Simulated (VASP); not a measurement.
An input for Quantum ESPRESSO's pw.x (written as the equivalent of a VASP run, and not itself run):

```
&CONTROL
  calculation = 'vc-relax'
  pseudo_dir = './pseudo'
  outdir = './out'
  tprnfor = .true.
  tstress = .true.
  nstep = 30
  forc_conv_thr = 0.00039
/
&SYSTEM
  ibrav = 0
  nat = 3
  ntyp = 2
  ecutwfc = 72
  occupations = 'smearing'
  smearing = 'gaussian'
  degauss = 0.003675
  input_dft = 'vdw-df2'
/
&ELECTRONS
  conv_thr = 7.3e-09
  electron_maxstep = 100
/
&IONS
/
&CELL
  cell_dofree = 'shape'
/
ATOMIC_SPECIES
  Sn 118.710 Sn.upf
  S 32.060 S.upf
CELL_PARAMETERS angstrom
     1.9351368   -3.3517556    0.0000000
     1.9351368    3.3517556    0.0000000
     0.0000000    0.0000000    6.0623584
ATOMIC_POSITIONS crystal
  Sn   0.0000000  0.0000000  0.0000000
  S    0.3333330  0.6666670  0.2499201
  S    0.6666670  0.3333330  0.7500799
K_POINTS automatic
  7 7 4 0 0 0
```

Question: Write the VASP files for the same calculation (vdW-DF2).

Answer: One answer among several that fit: 
### POSCAR
```
SnS2
1
    1.9351368195    -3.3517556126     0.0000000000
    1.9351368195     3.3517556126     0.0000000000
    0.0000000000     0.0000000000     6.0623584192
Sn S
1 2
Direct
  0.0000000000   0.0000000000   0.0000000000
  0.3333330000   0.6666670000   0.2499200942
  0.6666670000   0.3333330000   0.7500799058
```

**KPOINTS**
```
Automatic
0
gamma
  7 7 4
0 0 0
```

INCAR:
```
SYSTEM = SnS2
PREC = Accurate
ENCUT = 520
EDIFF = 1E-7
NELM = 100
ALGO = Normal
LREAL = .FALSE.
LASPH = .TRUE.
ISMEAR = 0
SIGMA = 0.05
GGA = ML
ZAB_VDW = -1.8867
LUSE_VDW = .TRUE.
AGGAC = 0.0
LMAXMIX = 4
LWAVE = .FALSE.
LCHARG = .FALSE.
ISIF = 4
IBRION = 2
NSW = 30
EDIFFG = -0.01
```

POTCAR, in this order: Sn_d S (PBE.64 set). Program: vasp_std.

Limits of the translation: the potentials are each code's own (VASP's PAW set, PseudoDojo norm-conserving files in pw.x), so ENCUT and ecutwfc are chosen apart and not converted; conv_thr bounds pw.x's estimated SCF error, while EDIFF bounds the energy change between steps; forc_conv_thr acts on force components and is met together with etot_conv_thr.

The compound is SnS2 in the 1T layered structure. This cell is one point of a volume scan, at 1.03 of the reference volume. Symmetry was kept, so distortions that lower it aren't found.
